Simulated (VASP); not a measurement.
Consider the following.

```yaml
crystal:
  lattice:
    - [5.73185, 0.00000, 0.00000]
    - [0.00000, 5.73185, 0.00000]
    - [0.00000, 0.00000, 5.73185]
  atoms:
    - { symbol: Cs, position: [0.00000, 0.00000, 0.00000] }
    - { symbol: Pb, position: [0.50000, 0.50000, 0.50000] }
    - { symbol: Cl, position: [0.50000, 0.00000, 0.50000] }
    - { symbol: Cl, position: [0.00000, 0.50000, 0.50000] }
    - { symbol: Cl, position: [0.50000, 0.50000, 0.00000] }
```

These are PW91 GGA, VASP's PBE PAW potentials (set 64) (plane waves; VASP) values and carry that method's errors. Numerical set-up: 520 eV cut-off, Gaussian smearing of 0.050 eV, potentials Cs_sv Pb_d Cl.

Unless said otherwise, spin-orbit coupling is left out, though it shifts the bands of the heavy elements here.

**Question.** Give the energies of bands 13 to 25 at the high-symmetry points, in eV from the valence-band maximum.

**Answer.** 
```tsv
band	Γ	X	M	R
13	-6.45	-7.24	-7.81	-7.87
14	-4.05	-3.98	-3.86	-2.68
15	-4.05	-3.98	-2.86	-2.68
16	-4.05	-2.66	-2.36	-2.68
17	-2.15	-2.25	-2.36	-2.33
18	-2.15	-2.25	-2.33	-2.33
19	-2.15	-2.25	-2.31	-1.78
20	-2.07	-2.16	-2.31	-1.78
21	-2.07	-2.16	-1.78	-1.78
22	-2.07	-1.45	-0.70	0.00
23	3.69	3.12	2.69	2.18
24	4.76	5.00	2.69	2.18
25	4.76	5.37	5.01	2.18
```

The gap is direct, 2.18 eV, from the valence maximum at R to the conduction minimum at R.

The compound is CsPbCl3 in the cubic perovskite structure, the ideal cubic form; the compound distorts at low or room temperature. It was relaxed first, which changed the volume by +7 %.
